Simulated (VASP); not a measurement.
Wanted: the native input for a VASP 6.6.1 run.

```yaml
Task: relaxation of cell and atoms
Functional: PBE
Potentials_or_basis: VASP PAW PBE potentials, release 64 (Ga_d, Bi_d, Se)
Cutoff: 520 eV
k_mesh: 4 × 4 × 2
Occupations: gaussian, width 0.15 eV
Spin: no spin polarisation
Further_INCAR_settings: PREC = Normal; ALGO = Fast; EDIFF = 0.0001; IBRION = 2; EDIFFG = -0.08; NSW = 24; ISIF = 3
```

The structure of GaBiSe3 lies in POSCAR:

```
GaBiSe3
1.0
    4.4395198700      0.0000000000      0.0000000000
   -2.2197599400      3.8447369900      0.0000000000
    0.0000000000      0.0000000000      8.0241583400
Ga Bi Se
1 1 3
Direct
    0.6666666700      0.3333333300      0.5000000000
    0.3333333300      0.6666666700      0.0000000000
    0.3333333300      0.6666666700      0.2781790800
    0.3333333300      0.6666666700      0.7218209200
    0.0000000000      0.0000000000      0.5000000000
```

The cell was built by a generator and needn't be a form met in nature.

The input as run:

INCAR

```
SYSTEM = GaBiSe3
ALGO = Fast ; EDIFF = 1E-4
EDIFFG = -0.08 ; ENCUT = 520
GGA = PE ; IBRION = 2
ISIF = 3 ; ISMEAR = 0
LASPH = .TRUE. ; LCHARG = .FALSE.
LREAL = .FALSE. ; LWAVE = .FALSE.
NELM = 60 ; NSW = 24
PREC = Normal ; SIGMA = 0.15
```

KPOINTS

```
k-points
0
G
  4 4 2
  0 0 0
```

Potentials or basis: VASP PAW PBE potentials, release 64 (Ga_d, Bi_d, Se).

Run with:

```bash
$ cat potpaw_PBE.64/Ga_d/POTCAR potpaw_PBE.64/Bi_d/POTCAR potpaw_PBE.64/Se/POTCAR > POTCAR
$ mpirun -np 1 vasp_std > vasp.out
```

Results of the run:

| Quantity | Value |
| --- | --- |
| Relaxed volume | 30.97 Å³/atom |
| Relaxed cell | a = 4.421 Å, b = 4.421 Å, c = 9.148 Å, α = 90.00°, β = 90.00°, γ = 120.00° |
| Space group after relaxing (to 0.05 Å) | P-6m2 (No. 187) |
| Energy gained by relaxing | 520.1 meV/atom |
| Ionic steps | 10 |
| Pressure after relaxing | 0.2 GPa |
| Largest force after relaxing | 0.054 eV/Å |
| Band gap on the k mesh | none (metal or under the smearing width) |

Caveat: the k mesh is coarse (spacing up to 0.41 Å⁻¹), so the values aren't converged; spin-orbit coupling is left out, which moves the levels of the heavy elements; the relaxation stopped at a loose force limit of 0.08 eV/Å, so its end isn't a converged minimum.

Wall time 110 s on 1 thread of Intel(R) Xeon(R) Platinum 8488C (Sapphire Rapids) (shared host), peak memory 0.21 GiB.
